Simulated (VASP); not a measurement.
Method: LDA (Ceperley-Alder, Perdew-Zunger), VASP's LDA PAW potentials (set 64) (plane waves; VASP 6.6.1).

Input for VASP

INCAR:
```
EDIFFG = -0.01   # ionic stop
SIGMA = 0.1
ENCUT = 400   # plane-wave cut-off (eV)
LMAXMIX = 6   # l cut-off of mixed one-centre charges
SYSTEM = AuZn
ISMEAR = 1   # Methfessel-Paxton
ISIF = 3   # ions, shape and volume
PREC = Accurate
LREAL = .False.
IBRION = 2
LWAVE = .False.
NSW = 60
ALGO = Normal   # blocked Davidson
LCHARG = .False.
NELM = 100   # most electronic steps
EDIFF = 1E-6   # SCF stop (eV)
LASPH = .True.   # aspherical one-centre terms
```

### POSCAR
```
AuZn
1
    3.0989419325     0.0000000000    -0.0000000000
   -0.0000000000     3.0989419325    -0.0000000000
    0.0000000000     0.0000000000     3.0989419325
Zn Au
1 1
Direct
  0.5000000000   0.5000000000   0.5000000000
  0.0000000000   0.0000000000   0.0000000000
```

File KPOINTS:
```
Regular mesh
0
G
  11 11 11
0 0 0
```

POTCAR, in this order: Zn Au (LDA.64 set). Program: vasp_std.

Output of the run:

OUTCAR:
```
 ion  position               nearest neighbor table
   1  0.500  0.500  0.500-   2 2.68   2 2.68   2 2.68   2 2.68   2 2.68   2 2.68   2 2.68   2 2.68
  LATTYP: Found a simple cubic cell.
 ALAT       =     3.0989419325
 Subroutine PRICEL returns:
 Original cell was already a primitive cell.
 Subroutine GETGRP returns: Found 48 space group operations
The static configuration has the point symmetry O_h .
The dynamic configuration has the point symmetry O_h .
 Subroutine INISYM returns: Found 48 space group operations
 Subroutine IBZKPT returns following result:
 Found     56 irreducible k-points:

 Following reciprocal coordinates:
            Coordinates               Weight
  0.000000  0.000000  0.000000      1.000000
  0.090909  0.000000  0.000000      6.000000
  0.181818  0.000000  0.000000      6.000000
  0.272727  0.000000  0.000000      6.000000
  0.363636  0.000000  0.000000      6.000000
  0.454545  0.000000  0.000000      6.000000
  0.090909  0.090909  0.000000     12.000000
  0.181818  0.090909  0.000000     24.000000
  0.272727  0.090909  0.000000     24.000000
  0.363636  0.090909  0.000000     24.000000
...
```

File OSZICAR:
```
       N       E                     dE             d eps       ncg     rms          rms(c)
DAV:   1     0.103723937867E+03    0.10372E+03   -0.10108E+04  1760   0.166E+03
DAV:   2    -0.425887939575E+01   -0.10798E+03   -0.10462E+03  1771   0.303E+02
DAV:   3    -0.730198874721E+01   -0.30431E+01   -0.30356E+01  2037   0.608E+01
DAV:   4    -0.731929908526E+01   -0.17310E-01   -0.17309E-01  1960   0.397E+00
DAV:   5    -0.731950347860E+01   -0.20439E-03   -0.20439E-03  2058   0.437E-01    0.992E+00
DAV:   6    -0.680591429535E+01    0.51359E+00   -0.17044E+00  1743   0.158E+01    0.606E+00
DAV:   7    -0.676947112443E+01    0.36443E-01   -0.39568E-02  2357   0.459E+00    0.311E+00
DAV:   8    -0.675794910895E+01    0.11522E-01   -0.10353E-02  2016   0.121E+00    0.134E-01
DAV:   9    -0.675795505075E+01   -0.59418E-05   -0.40250E-04  1961   0.294E-01    0.661E-02
DAV:  10    -0.675795421596E+01    0.83479E-06   -0.38845E-05  2098   0.984E-02    0.168E-02
DAV:  11    -0.675795335015E+01    0.86581E-06   -0.64436E-06  1834   0.629E-02
   1 F= -.67579534E+01 E0= -.67576368E+01  d E =-.675795E+01
       N       E                     dE             d eps       ncg     rms          rms(c)
DAV:   1    -0.675918873478E+01   -0.12345E-02   -0.18513E-02  1701   0.262E+00    0.234E-01
DAV:   2    -0.675802244923E+01    0.11663E-02   -0.38617E-03  1974   0.152E+00    0.831E-02
DAV:   3    -0.675794731840E+01    0.75131E-04   -0.15651E-04  1694   0.139E-01    0.542E-02
DAV:   4    -0.675792622485E+01    0.21094E-04   -0.11004E-05  2494   0.117E-01    0.227E-02
DAV:   5    -0.675792049024E+01    0.57346E-05   -0.45717E-06  2037   0.319E-02    0.191E-03
DAV:   6    -0.675792049730E+01   -0.70572E-08   -0.51449E-07   882   0.105E-02
   2 F= -.67579205E+01 E0= -.67575882E+01  d E =0.328529E-04
       N       E                     dE             d eps       ncg     rms          rms(c)
DAV:   1    -0.675865429046E+01   -0.73380E-03   -0.10244E-02  1701   0.196E+00    0.173E-01
DAV:   2    -0.675801349539E+01    0.64080E-03   -0.21141E-03  1974   0.111E+00    0.627E-02
DAV:   3    -0.675797181617E+01    0.41679E-04   -0.84541E-05  1687   0.101E-01    0.408E-02
DAV:   4    -0.675795986004E+01    0.11956E-04   -0.62780E-06  2244   0.878E-02    0.161E-02
DAV:   5    -0.675795699713E+01    0.28629E-05   -0.24424E-06  1474   0.214E-02    0.136E-03
DAV:   6    -0.675795701060E+01   -0.13472E-07   -0.38652E-07   840   0.105E-02
   3 F= -.67579570E+01 E0= -.67576364E+01  d E =-.366045E-05
```

**OUTCAR**
```
------------------------ aborting loop because EDIFF is reached ----------------------------------------
  FORCE on cell =-STRESS in cart. coord.  units (eV):
  Direction    XX          YY          ZZ          XY          YZ          ZX
  --------------------------------------------------------------------------------------
  Total        0.0062395      0.0062395      0.0062395      0.0000000     -0.0000000      0.0000000
  in kB        0.3360872      0.3360872      0.3360872      0.0000000     -0.0000000      0.0000000
  external PRESSURE =       0.3360872 kB  Pullay stress =       0.0000000 kB
  volume of cell :       29.74
      direct lattice vectors                 reciprocal lattice vectors
     3.098394017  0.000000000 -0.000000000     0.322747848 -0.000000000 -0.000000000
     0.000000000  3.098394017 -0.000000000    -0.000000000  0.322747848 -0.000000000
     0.000000000  0.000000000  3.098394017     0.000000000  0.000000000  0.322747848
 POSITION                                       TOTAL-FORCE (eV/Angst)
 -----------------------------------------------------------------------------------
      1.54920      1.54920      1.54920        -0.000000     -0.000000      0.000000
      0.00000      0.00000      0.00000         0.000000      0.000000      0.000000
 -----------------------------------------------------------------------------------
    total drift:                               -0.000000      0.000000     -0.000000
  FREE ENERGIE OF THE ION-ELECTRON SYSTEM (eV)
  ---------------------------------------------------
  free  energy   TOTEN  =        -6.7579570106 eV

  energy  without entropy=       -6.7569952453  energy(sigma->0) =       -6.75763642

 reached required accuracy - stopping structural energy minimisation
```
(Selected blocks of OUTCAR.)

**CONTCAR**
```
AuZn
   1.00000000000000
     3.0983940165241730    0.0000000000000000   -0.0000000000000000
     0.0000000000000000    3.0983940165241730   -0.0000000000000000
     0.0000000000000000    0.0000000000000000    3.0983940165241730
  Zn              Au
     1     1
Direct
     0.5000000000000000    0.5000000000000000    0.5000000000000000
     0.0000000000000000    0.0000000000000000    0.0000000000000000
```

The compound is AuZn in the CsCl type structure. This run relaxes it. Symmetry was kept, so distortions that lower it aren't found. The start is the result of an earlier pass. The electron count is odd and the run is not spin-polarised, which forces a metal.
